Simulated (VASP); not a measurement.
MnAl15N16 (a cell with a defect), 32 atoms in the cell. The cell holds a defect, 32 atoms: a = 6.220 Å, b = 6.220 Å, c = 9.960 Å, α = 90.00°, β = 90.00°, γ = 120.00°. 

```yaml
Program: VASP 6.6.1
Task: single point
Functional: PBEsol
Potentials_or_basis: VASP PAW PBE potentials, release 64 (Mn_pv, Al, N)
Cutoff: 450 eV
k_mesh: 3 × 3 × 2
Occupations: gaussian, width 0.03 eV
Spin: collinear spin, ferromagnetic start
Fixed_moment: 2 μB
Hubbard_terms: Mn d U = 5.5 eV
Dq: 0
Further_INCAR_settings: LREAL = Auto; ALGO = Normal; EDIFF = 1e-05; ISYM = 0
```

Potentials or basis: VASP PAW PBE potentials, release 64 (Mn_pv, Al, N).

Launch:

```sh
$ cat potpaw_PBE.64/Mn_pv/POTCAR potpaw_PBE.64/Al/POTCAR potpaw_PBE.64/N/POTCAR > POTCAR
$ mpirun -np 4 vasp_std > vasp.out
```

Hardware: 4 MPI ranks on Intel(R) Xeon(R) 6975P-C (Granite Rapids), on a shared host.

Task: How long does it take, and how much memory?

Result: Wall time 9.7 min on 4 MPI ranks on Intel(R) Xeon(R) 6975P-C (Granite Rapids) (shared host), peak memory 0.71 GiB a rank. Counts: scf iterations 38, k points 10.
